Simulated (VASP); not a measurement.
Output of a VASP run:

**OSZICAR**
```
       N       E                     dE             d eps       ncg     rms          rms(c)
DAV:   1     0.222895898368E+03    0.22290E+03   -0.18027E+04  9806   0.360E+03
DAV:   2     0.108892536822E+02   -0.21201E+03   -0.20933E+03 11118   0.836E+02
DAV:   3    -0.143851011197E+02   -0.25274E+02   -0.24945E+02 10512   0.172E+02
DAV:   4    -0.160148013486E+02   -0.16297E+01   -0.15712E+01 10342   0.354E+01
DAV:   5    -0.160776164198E+02   -0.62815E-01   -0.60999E-01 10384   0.659E+00    0.201E+01
DAV:   6    -0.159478339044E+02    0.12978E+00   -0.36558E-01 11790   0.724E+00    0.126E+01
DAV:   7    -0.159401651090E+02    0.76688E-02   -0.14907E-01 12374   0.656E+00    0.742E-01
DAV:   8    -0.159360857949E+02    0.40793E-02   -0.23284E-02 11772   0.199E+00    0.223E-01
DAV:   9    -0.159359531971E+02    0.13260E-03   -0.17292E-03 11292   0.653E-01    0.106E-01
DAV:  10    -0.159359590180E+02   -0.58208E-05   -0.12420E-04 11784   0.140E-01    0.140E-02
DAV:  11    -0.159359575380E+02    0.14800E-05   -0.12965E-05 10734   0.604E-02    0.473E-03
DAV:  12    -0.159359576322E+02   -0.94262E-07   -0.11666E-06  9284   0.147E-02    0.144E-03
DAV:  13    -0.159359576029E+02    0.29350E-07   -0.10469E-07  5578   0.533E-03
   1 F= -.15935958E+02 E0= -.15935875E+02  d E =-.246874E-03
```

### OUTCAR
```
------------------------ aborting loop because EDIFF is reached ----------------------------------------
  FORCE on cell =-STRESS in cart. coord.  units (eV):
  Direction    XX          YY          ZZ          XY          YZ          ZX
  --------------------------------------------------------------------------------------
  Total       -0.3167510     -0.3167510     -0.0735410      0.0000000      0.0000000      0.0000000
  in kB       -8.6421098     -8.6421098     -2.0064638      0.0000000      0.0000000      0.0000000
  external PRESSURE =      -6.4302278 kB  Pullay stress =       0.0000000 kB
  volume of cell :       58.72
      direct lattice vectors                 reciprocal lattice vectors
    -1.744386515  1.744386515  4.824623462     0.000000000  0.286633722  0.103635031
     1.744386515 -1.744386515  4.824623462     0.286633722  0.000000000  0.103635031
     1.744386515  1.744386515 -4.824623462     0.286633722  0.286633722  0.000000000
 POSITION                                       TOTAL-FORCE (eV/Angst)
 -----------------------------------------------------------------------------------
      0.00000      0.00000      0.00000        -0.000000     -0.000000     -0.000000
      0.00000      0.00000      2.97776         0.000000      0.000000      0.004385
      0.00000      0.00000      6.67149        -0.000000     -0.000000     -0.004385
 -----------------------------------------------------------------------------------
    total drift:                                0.000000     -0.000000      0.000000
  FREE ENERGIE OF THE ION-ELECTRON SYSTEM (eV)
  ---------------------------------------------------
  free  energy   TOTEN  =       -15.9359576029 eV

  energy  without entropy=      -15.9357107285  energy(sigma->0) =      -15.93587531
```
(Selected blocks of OUTCAR.)

POSCAR:
```
LuGe2
1
   -1.7443865154     1.7443865154     4.8246234618
    1.7443865154    -1.7443865154     4.8246234618
    1.7443865154     1.7443865154    -4.8246234618
Lu Ge
1 2
Direct
  1.0000000000   1.0000000000   1.0000000000
  0.3086000602   0.3086000602   1.0000000000
  0.6913999398   0.6913999398   0.0000000000
```

Question: Write an INCAR and KPOINTS that could have produced this output.

Answer: One answer among several that fit: the input of the run itself, PBEsol GGA, plane waves, VASP's PBE PAW potentials (set 64).

KPOINTS:
```
Automatic mesh
0
Gamma
12 12 12
0 0 0
```

### INCAR
```
! general
SYSTEM  = LuGe2
PREC    = Accurate
ENCUT   = 480
LREAL   = .FALSE.
LASPH   = .TRUE.

! electronic loop
EDIFF   = 1E-7
NELM    = 100
ALGO    = Normal
LMAXMIX = 6

! smearing
ISMEAR  = 1
SIGMA   = 0.1

! functional
GGA     = PS

! ions
ISIF    = 2

! output
LWAVE   = .FALSE.
LCHARG  = .FALSE.
```

POTCAR, in this order: Lu_3 Ge_d (PBE.64 set). Program: vasp_std.

The structure was generated: LuGe2 was put into the MoSi2 type (I4/mmm), which need not be its known phase. This cell was strained or had an atom moved on purpose. The electron count is odd and the run is not spin-polarised, which forces a metal.
